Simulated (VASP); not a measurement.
VASP ran on this input.

KPOINTS:
```
Automatic mesh
0
G
  8 8 8
0 0 0
```

**POSCAR**
```
RbCl
1
    0.0000000000     3.2917637957     3.2917637957
    3.2917637957     0.0000000000     3.2917637957
    3.2917637957     3.2917637957     0.0000000000
Rb Cl
1 1
Direct
  0.0000000000   1.0000000000   0.0000000000
  0.5000000000   0.5000000000   0.5000000000
```

**INCAR**
```
# general
SYSTEM   = RbCl
PREC     = Accurate
ENCUT    = 520   # plane-wave cut-off (eV)
LREAL    = .FALSE.   # projection in real space or not
LASPH    = .TRUE.   # aspherical one-centre terms

# electronic loop
EDIFF    = 1E-7   # SCF stop (eV)
NELM     = 100   # most electronic steps
ALGO     = Normal   # blocked Davidson
LMAXMIX  = 4   # l cut-off of mixed one-centre charges

# smearing
ISMEAR   = -5

# functional
GGA      = CX
LUSE_VDW = .TRUE.
AGGAC    = 0.0

# ions
ISIF     = 2

# output
LWAVE    = .FALSE.
LCHARG   = .TRUE.
LORBIT   = 11
NEDOS    = 601   # DOS grid
```

POTCAR, in this order: Rb_sv Cl (PBE.64 set). Program: vasp_std.

### Question
Write an equivalent input for Quantum ESPRESSO's pw.x.

### Answer
One equivalent input (not run):
```
&CONTROL
  calculation = 'scf'
  pseudo_dir = './pseudo'
  outdir = './out'
  tprnfor = .true.
  tstress = .true.
/
&SYSTEM
  ibrav = 0
  nat = 2
  ntyp = 2
  ecutwfc = 58
  occupations = 'tetrahedra'
  input_dft = 'vdw-df-cx'
/
&ELECTRONS
  conv_thr = 7.3e-09
  electron_maxstep = 100
/
ATOMIC_SPECIES
  Rb 85.468 Rb.upf
  Cl 35.450 Cl.upf
CELL_PARAMETERS angstrom
     0.0000000    3.2917638    3.2917638
     3.2917638    0.0000000    3.2917638
     3.2917638    3.2917638    0.0000000
ATOMIC_POSITIONS crystal
  Rb   0.0000000  1.0000000  0.0000000
  Cl   0.5000000  0.5000000  0.5000000
K_POINTS automatic
  8 8 8 0 0 0
```
What does not carry over: the potentials are each code's own (VASP's PAW set, PseudoDojo norm-conserving files in pw.x), so ENCUT and ecutwfc are chosen apart and not converted; conv_thr bounds pw.x's estimated SCF error, while EDIFF bounds the energy change between steps.

The compound is RbCl in the rock salt structure. It was relaxed first.
